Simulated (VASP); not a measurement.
# NbTe (P-6m2) in VASP: a series of runs, part 2 of 2

VASP 6.6.1. Earlier steps stand in the parts before.

## 3. Band structure, BLYP

Contents of POSCAR:

```
NbTe
1.0
    3.7029743866      0.0000000000      0.0000000000
   -1.8514871933      3.2068698884      0.0000000000
    0.0000000000      0.0000000000      3.6942110000
Te Nb
1 1
Direct
    0.6666666667      0.3333333333      0.0000000000
    0.0000000000      0.0000000000      0.5000000000
```

Contents of INCAR.step1:

```
SYSTEM = NbTe
PREC = Accurate
ENCUT = 520
EDIFF = 1E-7
ISMEAR = -1
SIGMA = 0.05
LREAL = .FALSE.
LASPH = .TRUE.
NELM = 60
ALGO = Normal
ISIF = 2
LWAVE = .FALSE.
LCHARG = .TRUE.
LMAXMIX = 4
GGA = B5
ALDAX = 1.0
AGGAX = 1.0
AGGAC = 1.0
ALDAC = 0.0
NBANDS = 16
```

Contents of KPOINTS.step1:

```
Automatic mesh
0
G
  8 8 7
  0 0 0
```

Contents of INCAR.step2:

```
SYSTEM = NbTe
PREC = Accurate
ENCUT = 520
EDIFF = 1E-7
ISMEAR = 0
SIGMA = 0.05
LREAL = .FALSE.
LASPH = .TRUE.
NELM = 60
ALGO = Normal
ISIF = 2
LWAVE = .FALSE.
LCHARG = .FALSE.
LMAXMIX = 4
GGA = B5
ALDAX = 1.0
AGGAX = 1.0
AGGAC = 1.0
ALDAC = 0.0
NBANDS = 16
ICHARG = 11
```

Contents of KPOINTS.step2:

```
path GMKGALHA,LM,KH
20
line-mode
reciprocal
 0.0000000000  0.0000000000  0.0000000000  G
 0.5000000000  0.0000000000  0.0000000000  M

 0.5000000000  0.0000000000  0.0000000000  M
 0.3333333333  0.3333333333  0.0000000000  K

 0.3333333333  0.3333333333  0.0000000000  K
 0.0000000000  0.0000000000  0.0000000000  G

 0.0000000000  0.0000000000  0.0000000000  G
 0.0000000000  0.0000000000  0.5000000000  A

 0.0000000000  0.0000000000  0.5000000000  A
 0.5000000000  0.0000000000  0.5000000000  L

 0.5000000000  0.0000000000  0.5000000000  L
 0.3333333333  0.3333333333  0.5000000000  H

 0.3333333333  0.3333333333  0.5000000000  H
 0.0000000000  0.0000000000  0.5000000000  A

 0.5000000000  0.0000000000  0.5000000000  L
 0.5000000000  0.0000000000  0.0000000000  M

 0.3333333333  0.3333333333  0.0000000000  K
 0.3333333333  0.3333333333  0.5000000000  H
```

Potentials or basis: VASP PAW PBE potentials, release 64 (Te, Nb_sv).

Run with:

```sh
> cat potpaw_PBE.64/Te/POTCAR potpaw_PBE.64/Nb_sv/POTCAR > POTCAR
> cp INCAR.step1 INCAR
> cp KPOINTS.step1 KPOINTS
> mpirun -np 1 vasp_std > vasp.out
> cp INCAR.step2 INCAR
> cp KPOINTS.step2 KPOINTS
> mpirun -np 1 vasp_std > vasp.out
```

OUTCAR:

```text
SYSTEM = NbTe
   PREC = Accurate
   ENCUT = 520
   EDIFF = 1E-7
   ISMEAR = 0
   LREAL = .FALSE.
   LASPH = .TRUE.
   NELM = 60
   ISIF = 2
   GGA = B5
   ICHARG = 11

 ion  position               nearest neighbor table
   1  0.667  0.333  0.000-   2 2.83   2 2.83   2 2.83   2 2.83   2 2.83   2 2.83
   2  0.000  0.000  0.500-   1 2.83   1 2.83   1 2.83   1 2.83   1 2.83   1 2.83

  LATTYP: Found a hexagonal cell.
 ALAT       =     3.7029743866
 C/A-ratio  =     0.9976334196

  Lattice vectors:

 A1 = (   3.7029743866,   0.0000000000,   0.0000000000)
 A2 = (  -1.8514871933,   3.2068698884,   0.0000000000)
 A3 = (   0.0000000000,   0.0000000000,   3.6942110000)

Analysis of symmetry for initial positions (statically):
=====================================================================
 Subroutine PRICEL returns:
 Original cell was already a primitive cell.

 Routine SETGRP: Setting up the symmetry group for a
 hexagonal supercell.

 Subroutine GETGRP returns: Found 12 space group operations
 (whereof 12 operations were pure point group operations)
 out of a pool of 24 trial point group operations.

The static configuration has the point symmetry D_3h.

Analysis of symmetry for dynamics (positions and initial velocities):
=====================================================================
 Subroutine PRICEL returns:
 Original cell was already a primitive cell.

 Routine SETGRP: Setting up the symmetry group for a
 hexagonal supercell.

 Subroutine GETGRP returns: Found 12 space group operations
 (whereof 12 operations were pure point group operations)
 out of a pool of 24 trial point group operations.

The dynamic configuration has the point symmetry D_3h.

 Subroutine INISYM returns: Found 12 space group operations
 (whereof 12 operations are pure point group operations),
 and found     1 'primitive' translations

----------------------------------------------------------------------------------------

[... 106 lines left out ...]
  volume/ion in A,a.u.               =      21.93       148.02
  Fermi-wavevector in a.u.,A,eV,Ry     =   1.238630  2.340671 20.874103  1.534203
  Thomas-Fermi vector in A             =   2.373147
   LORBIT       =      0    0 simple, 1 ext, 2 COOP (PROOUT), +10 PAW based schemes
   GGA     = B5    functional components
   LHFCALC =     F    Hartree Fock is set to
   AEXX    =    0.0000 exact exchange contribution
   IVDW    =     0    specifies the selected vdW correction
   LEPSILON=     F    determine dielectric tensor
   LRPA    =     F    only Hartree local field effects (RPA)
 non-spin polarized calculation
 Gauss-broadening in eV      SIGMA  =   0.05
  energy-cutoff  :      520.00
  volume of cell :       43.87
 maximum number of plane-waves:      1200
 NGX is ok and might be reduce to    28

 number of electron      18.9999998 magnetization

 Free energy of the ion-electron system (eV)
  ---------------------------------------------------
  ext. energy  EPLUGINS =         0.00000000
  ---------------------------------------------------
  free energy    TOTEN  =       -10.87582736 eV

  energy without entropy =      -10.87410271  energy(sigma->0) =      -10.87496504

 E-fermi :  11.4494     XC(G=0): -10.6145

 val. band max:       11.4403817701   @ k =   0.2895   0.0000   0.0000
 cond. band min:      11.4654331210   @ k =   0.1228   0.1228   0.0000
 fundamental gap:      0.0250513509
 Fermi energy:        11.4493678118

 k-point     1 :       0.0000    0.0000    0.0000
  band No.  band energies     occupation
      1     -43.8998      2.00000
      2     -20.2106      2.00000
      3     -20.0132      2.00000
      4     -20.0132      2.00000
      5      -2.6857      2.00000
      6       8.3756      2.00000
[... 433 lines left out ...]
      3     -20.1443      2.00000
      4     -20.0470      2.00000
      5      -1.0622      2.00000
      6       4.5017      2.00000
[... 8 lines left out ...]
     15      17.5391      0.00000
     16      20.3639      0.00000

 [... further k-points ...]

------------------------ aborting loop because EDIFF is reached ----------------------------------------

  FORCE on cell =-STRESS in cart. coord.  units (eV):
  Direction    XX          YY          ZZ          XY          YZ          ZX
  --------------------------------------------------------------------------------------
  -------------------------------------------------------------------------------------
  Total        2.9280731      2.9280731      4.9127093      0.0000000      0.0000000      0.0000000
  in kB      106.9396471    106.9396471    179.4229142      0.0000000      0.0000000      0.0000000
  external PRESSURE =     131.1007361 kB  Pullay stress =       0.0000000 kB

 VOLUME and BASIS-vectors are now :
 -----------------------------------------------------------------------------
  energy-cutoff  :      520.00
  volume of cell :       43.87
      direct lattice vectors                 reciprocal lattice vectors
     3.702974387  0.000000000  0.000000000     0.270053178  0.155915275  0.000000000
    -1.851487193  3.206869888  0.000000000     0.000000000  0.311830550  0.000000000
     0.000000000  0.000000000  3.694211000     0.000000000  0.000000000  0.270693796

 POSITION                                       TOTAL-FORCE (eV/Angst)
 -----------------------------------------------------------------------------------
      1.85149      1.06896      0.00000         0.000000      0.000000      0.000000
      0.00000      0.00000      1.84711        -0.000000     -0.000000      0.000000
 -----------------------------------------------------------------------------------
    total drift:                                0.000030     -0.000018      0.000000

  FREE ENERGIE OF THE ION-ELECTRON SYSTEM (eV)
  ---------------------------------------------------
  free  energy   TOTEN  =       -10.8758273631 eV

  energy  without entropy=      -10.8741027073  energy(sigma->0) =      -10.87496504
```

OUTCAR.step1:

```text
SYSTEM = NbTe
   PREC = Accurate
   ENCUT = 520
   EDIFF = 1E-7
   ISMEAR = -1
   LREAL = .FALSE.
[... 680 lines left out ...]
      1.85149      1.06896      0.00000        -0.000000     -0.000000      0.000000
      0.00000      0.00000      1.84711         0.000000      0.000000      0.000000
 -----------------------------------------------------------------------------------
    total drift:                               -0.000000      0.000000     -0.000000

  FREE ENERGIE OF THE ION-ELECTRON SYSTEM (eV)
  ---------------------------------------------------
  free  energy   TOTEN  =       -11.3808301607 eV

  energy  without entropy=      -11.3696751718  energy(sigma->0) =      -11.37525267
```

It took 53 s on 1 thread of Intel Xeon 6975P-C (Granite Rapids), shared host; peak memory 0.25 GiB.

What came out:

```
Band gap along the path : none (metal or under the smearing width)
```

Levels at the corners of the path, in eV from the Fermi level:
| point | band 7 | band 8 | band 9 | band 10 | band 11 | band 12 |
| --- | --- | --- | --- | --- | --- | --- |
| Γ | -3.17 | -2.88 | -2.34 | 0.10 | 0.10 | 2.40 |
| M | -3.85 | -2.60 | -2.53 | -0.22 | 1.18 | 1.45 |
| M | -3.85 | -2.60 | -2.53 | -0.22 | 1.18 | 1.45 |
| K | -5.31 | -3.79 | -0.93 | -0.15 | 0.20 | 0.43 |
| K | -5.31 | -3.79 | -0.93 | -0.15 | 0.20 | 0.43 |
| Γ | -3.17 | -2.88 | -2.34 | 0.10 | 0.10 | 2.40 |
| Γ | -3.17 | -2.88 | -2.34 | 0.10 | 0.10 | 2.40 |
| A | -2.65 | -2.65 | -0.96 | -0.96 | 0.63 | 1.63 |
| A | -2.65 | -2.65 | -0.96 | -0.96 | 0.63 | 1.63 |
| L | -5.78 | -4.25 | -1.24 | 1.10 | 1.23 | 1.84 |
| L | -5.78 | -4.25 | -1.24 | 1.10 | 1.23 | 1.84 |
| H | -5.65 | -4.39 | -1.03 | 1.08 | 1.63 | 2.23 |
| H | -5.65 | -4.39 | -1.03 | 1.08 | 1.63 | 2.23 |
| A | -2.65 | -2.65 | -0.96 | -0.96 | 0.63 | 1.63 |
| L | -5.78 | -4.25 | -1.24 | 1.10 | 1.23 | 1.84 |
| M | -3.85 | -2.60 | -2.53 | -0.22 | 1.18 | 1.45 |
| K | -5.31 | -3.79 | -0.93 | -0.15 | 0.20 | 0.43 |
| H | -5.65 | -4.39 | -1.03 | 1.08 | 1.63 | 2.23 |

Caveat: the log is that of the step along the path at fixed density, whose energy, stress, charges and moments have no meaning; the PAW data sets were made with another functional, which shifts forces and pressure a little; spin-orbit coupling is left out, which moves the levels of the heavy elements.
